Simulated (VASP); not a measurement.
Output of a VASP run:

OSZICAR:
```
       N       E                     dE             d eps       ncg     rms          rms(c)
DAV:   1     0.113313638280E+03    0.11331E+03   -0.11720E+04  1728   0.255E+03
DAV:   2    -0.199572413256E+01   -0.11531E+03   -0.11211E+03  1680   0.326E+02
DAV:   3    -0.506856105435E+01   -0.30728E+01   -0.30656E+01  2016   0.724E+01
DAV:   4    -0.509046856552E+01   -0.21908E-01   -0.21904E-01  1960   0.549E+00
DAV:   5    -0.509075548606E+01   -0.28692E-03   -0.28692E-03  2220   0.662E-01    0.910E+00
DAV:   6    -0.494730674675E+01    0.14345E+00   -0.15011E+01  1825   0.102E+02    0.566E+00
DAV:   7    -0.414494721304E+01    0.80236E+00   -0.34104E+00  1791   0.940E+01    0.228E+00
DAV:   8    -0.414885811472E+01   -0.39109E-02   -0.15368E-01  2252   0.531E+00    0.125E+00
DAV:   9    -0.414067846817E+01    0.81796E-02   -0.20719E-02  2043   0.389E+00    0.447E-02
DAV:  10    -0.414073006537E+01   -0.51597E-04   -0.55937E-04  2086   0.341E-01    0.278E-02
DAV:  11    -0.414073414460E+01   -0.40792E-05   -0.10716E-05  2365   0.540E-02    0.135E-02
DAV:  12    -0.414073172419E+01    0.24204E-05   -0.83474E-07  1267   0.318E-02    0.291E-03
DAV:  13    -0.414073184910E+01   -0.12491E-06   -0.32975E-07  1099   0.176E-02
   1 F= -.41407318E+01 E0= -.41408228E+01  d E =-.414073E+01
       N       E                     dE             d eps       ncg     rms          rms(c)
DAV:   1    -0.625320524062E+01   -0.21125E+01   -0.31224E+01  1680   0.143E+02    0.107E+01
DAV:   2    -0.470825478871E+01    0.15450E+01   -0.12583E+01  1680   0.878E+01    0.447E+00
DAV:   3    -0.432320699808E+01    0.38505E+00   -0.34752E+00  1709   0.491E+01    0.339E+00
DAV:   4    -0.419207343217E+01    0.13113E+00   -0.27649E-01  1979   0.158E+01    0.122E+00
DAV:   5    -0.416469408928E+01    0.27379E-01   -0.31517E-02  2679   0.333E+00    0.165E-01
DAV:   6    -0.416416919022E+01    0.52490E-03   -0.30595E-03  2231   0.136E+00    0.276E-02
DAV:   7    -0.416420874999E+01   -0.39560E-04   -0.10085E-04  2382   0.132E-01    0.118E-02
DAV:   8    -0.416421625985E+01   -0.75099E-05   -0.24059E-05  2383   0.117E-01    0.700E-03
DAV:   9    -0.416421528082E+01    0.97903E-06   -0.28546E-06  1518   0.455E-02
   2 F= -.41642153E+01 E0= -.41640949E+01  d E =-.234834E-01
       N       E                     dE             d eps       ncg     rms          rms(c)
DAV:   1    -0.432894065439E+01   -0.16472E+00   -0.21089E+00  1680   0.344E+01    0.322E+00
DAV:   2    -0.424317945235E+01    0.85761E-01   -0.15015E+00  1702   0.317E+01    0.170E+00
DAV:   3    -0.417458443212E+01    0.68595E-01   -0.38149E-01  1701   0.196E+01    0.758E-01
DAV:   4    -0.416916429138E+01    0.54201E-02   -0.16503E-02  2285   0.316E+00    0.323E-01
DAV:   5    -0.416724774325E+01    0.19165E-02   -0.13838E-03  2774   0.682E-01    0.213E-02
DAV:   6    -0.416724920093E+01   -0.14577E-05   -0.61945E-05  1927   0.103E-01    0.104E-02
DAV:   7    -0.416724691692E+01    0.22840E-05   -0.27567E-06  1950   0.304E-02    0.123E-03
DAV:   8    -0.416724703391E+01   -0.11699E-06   -0.51879E-07   974   0.103E-02
   3 F= -.41672470E+01 E0= -.41671815E+01  d E =-.265152E-01
```

**OUTCAR**
```
------------------------ aborting loop because EDIFF is reached ----------------------------------------
  FORCE on cell =-STRESS in cart. coord.  units (eV):
  Direction    XX          YY          ZZ          XY          YZ          ZX
  --------------------------------------------------------------------------------------
  Total        0.0019638      0.0019638      0.0019638      0.0000000     -0.0000000      0.0000000
  in kB        0.1161393      0.1161393      0.1161393      0.0000000     -0.0000000      0.0000000
  external PRESSURE =       0.1161393 kB  Pullay stress =       0.0000000 kB
  volume of cell :       27.09
      direct lattice vectors                 reciprocal lattice vectors
     3.003364315  0.000000000  0.000000000     0.332959939 -0.000000000  0.000000000
     0.000000000  3.003364315  0.000000000    -0.000000000  0.332959939  0.000000000
    -0.000000000 -0.000000000  3.003364315    -0.000000000 -0.000000000  0.332959939
 POSITION                                       TOTAL-FORCE (eV/Angst)
 -----------------------------------------------------------------------------------
      1.50168      1.50168      1.50168        -0.000000     -0.000000      0.000000
      0.00000      0.00000      0.00000         0.000000      0.000000      0.000000
 -----------------------------------------------------------------------------------
    total drift:                                0.000000      0.000000     -0.000000
  FREE ENERGIE OF THE ION-ELECTRON SYSTEM (eV)
  ---------------------------------------------------
  free  energy   TOTEN  =        -4.1672470339 eV

  energy  without entropy=       -4.1670504342  energy(sigma->0) =       -4.16718150

 reached required accuracy - stopping structural energy minimisation
```
(Selected blocks of OUTCAR.)

POSCAR:
```
CuZn
1
    2.9500000000     0.0000000000     0.0000000000
    0.0000000000     2.9500000000     0.0000000000
    0.0000000000     0.0000000000     2.9500000000
Zn Cu
1 1
Direct
  0.5000000000   0.5000000000   0.5000000000
  0.0000000000   0.0000000000   0.0000000000
```

Write an INCAR and KPOINTS that could have produced this output.

Several could match; the one computed here: the input of the run itself, RPBE GGA, plane waves, VASP's PBE PAW potentials (set 64).

### KPOINTS
```
Automatic mesh
0
Gamma
11 11 11
0 0 0
```

**INCAR**
```
! general
SYSTEM =CuZn
PREC   =Accurate
ENCUT  =520   ! plane-wave cut-off (eV)
LREAL  =.False.   ! projection in real space or not
LASPH  =.True.

! electronic loop
EDIFF  =1E-6   ! SCF stop (eV)
NELM   =100
ALGO   =Normal   ! blocked Davidson
LMAXMIX=4   ! l cut-off of mixed one-centre charges

! smearing
ISMEAR =1
SIGMA  =0.1

! functional
GGA    =RP   ! RPBE

! ions
IBRION =2
NSW    =60
ISIF   =3   ! ions, shape and volume
EDIFFG =-0.01   ! ionic stop

! output
LWAVE  =.False.
LCHARG =.False.
```

POTCAR, in this order: Zn Cu (PBE.64 set). Program: vasp_std.

Energy and stress use the plane-wave basis of the starting cell.

The compound is CuZn in the CsCl type structure. This run relaxes it. Symmetry was kept, so distortions that lower it aren't found. The electron count is odd and the run is not spin-polarised, which forces a metal.
